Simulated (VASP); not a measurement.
Wanted: the native input for a VASP 6.6.1 run.

- Task: single point
- Functional: PBE
- Potentials or basis: VASP PAW PBE potentials, release 64 (Ba_sv, Cu, S, O)
- Cutoff: 520 eV
- k mesh: 7 × 7 × 5
- Occupations: fermi-dirac, width 0.05 eV
- Spin: no spin polarisation
- Further INCAR settings: ALGO = Normal; EDIFF = 1e-07; NBANDS = 43

The structure of BaCuSO lies in POSCAR:

```
BaCuSO
1.0
    1.9866810000     -6.3595160000      0.0000000000
    1.9866810000      6.3595160000      0.0000000000
    0.0000000000      0.0000000000      6.1436350000
Ba Cu S O
2 2 2 2
Direct
    0.1195360000      0.9115710000      0.2507050000
    0.8875030000      0.0962070000      0.7496310000
    0.6081610000      0.4014860000      0.7482500000
    0.3957640000      0.5997480000      0.2562810000
    0.1888990000      0.8183230000      0.7479190000
    0.8199160000      0.1865370000      0.2556240000
    0.5081330000      0.5077720000      0.0001030000
    0.5123500000      0.5190990000      0.5075820000
```

The cell comes from a database or a generator and needn't be the stable form of this composition.

The cell isn't the ideal one: atoms moved at random, drawn with an rms of 0.05 Å.

These files were run (other wordings do the same):

INCAR

```
PREC = Accurate
ENCUT = 520
EDIFF = 1E-7
ISMEAR = -1
SIGMA = 0.05
LREAL = False
LASPH = True
NELM = 80
ALGO = Normal
ISIF = 2
LWAVE = False
LCHARG = False
GGA = PE
NBANDS = 43
```

KPOINTS

```
Automatic mesh
0
Gamma
  7 7 5
```

Potentials or basis: VASP PAW PBE potentials, release 64 (Ba_sv, Cu, S, O).

Launch:

```sh
$ cat potpaw_PBE.64/Ba_sv/POTCAR potpaw_PBE.64/Cu/POTCAR potpaw_PBE.64/S/POTCAR potpaw_PBE.64/O/POTCAR > POTCAR
$ mpirun -np 1 vasp_std > vasp.out
```

It gave:

```yaml
Pressure: 0.5 GPa
Largest_force: 0.273 eV/Å
Band_gap_on_the_k_mesh: none (metal or under the smearing width)
```

Caveat: the run has no spin polarisation, though such a crystal can be magnetic; semilocal functionals often make such compounds metallic where correlation or magnetic order opens a gap, which also shifts bond lengths.

It took 27 min on 1 thread of Intel(R) Xeon(R) Platinum 8259CL CPU @ 2.50GHz (Skylake/Cascade Lake) (shared host), peak memory 0.87 GiB.
